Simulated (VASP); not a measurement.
Level of theory: TPSS meta-GGA, VASP's PBE PAW potentials (set 64) (plane waves; VASP).

VASP ran on this input.

**KPOINTS**
```
Automatic mesh
0
Gamma
7 7 7
0 0 0
```

### POSCAR
```
Pt3Ti
1
    3.8984325560     0.0000000000    -0.0000000000
    0.0000000000     3.8984325560     0.0000000000
    0.0000000000     0.0000000000     3.8984325560
Ti Pt
1 3
Direct
  0.0000000000   0.0000000000   0.0000000000
  0.0000000000   0.5000000000   0.5000000000
  0.5000000000   0.0000000000   0.5000000000
  0.5000000000   0.5000000000   0.0000000000
```

**INCAR**
```
ENCUT  =  520   ! plane-wave cut-off (eV)
EDIFF  =  1E-6
LWAVE  =  .FALSE.
LREAL  =  .FALSE.   ! projection in real space or not
LMIXTAU  =  .TRUE.
ISIF  =  3   ! ions, shape and volume
NELM  =  100   ! most electronic steps
SIGMA  =  0.1   ! width (eV)
IBRION  =  2   ! conjugate gradients
METAGGA  =  TPSS
ALGO  =  Normal   ! blocked Davidson
LMAXMIX  =  6
LASPH  =  .TRUE.
ISMEAR  =  1   ! Methfessel-Paxton
LCHARG  =  .FALSE.
PREC  =  Accurate
EDIFFG  =  -0.02
SYSTEM  =  Pt3Ti
NSW  =  60   ! most ionic steps
```

POTCAR, in this order: Ti_sv Pt (PBE.64 set). Program: vasp_std.

Energy and stress use the plane-wave basis of the starting cell. Unless said otherwise, spin-orbit coupling is left out, though it shifts the bands of the heavy elements here.

Q: Predict the energy per atom (σ→0), volume per atom, band gap (on the k-mesh).

A: 
```
Property                                                    Result
------------------------  ----------------------------------------
energy per atom (σ→0)                               -9.571 eV/atom
band gap (on the k-mesh)  none (metal, semimetal or under 0.01 eV)
volume per atom                                      15.13 Å³/atom
```

File OSZICAR:
```
...
DAV:   6    -0.382691328417E+02    0.54645E-02   -0.25111E-02  1328   0.118E+00    0.258E-01
DAV:   7    -0.382804052023E+02   -0.11272E-01   -0.19386E-02  1002   0.140E+00    0.240E-01
DAV:   8    -0.382829384080E+02   -0.25332E-02   -0.26340E-03  1348   0.491E-01    0.157E-01
DAV:   9    -0.382825826581E+02    0.35575E-03   -0.82409E-04  1543   0.177E-01    0.526E-02
DAV:  10    -0.382825438287E+02    0.38829E-04   -0.18485E-04  1398   0.889E-02    0.109E-02
DAV:  11    -0.382825548775E+02   -0.11049E-04   -0.19419E-05  1216   0.343E-02    0.420E-03
DAV:  12    -0.382825558521E+02   -0.97456E-06   -0.25057E-06   954   0.114E-02
   3 F= -.38282556E+02 E0= -.38282537E+02  d E =-.214755E-01
```

The compound is Pt3Ti in the L1_2 structure. This run relaxes it. Symmetry was kept, so distortions that lower it aren't found. The start is the result of an earlier pass.
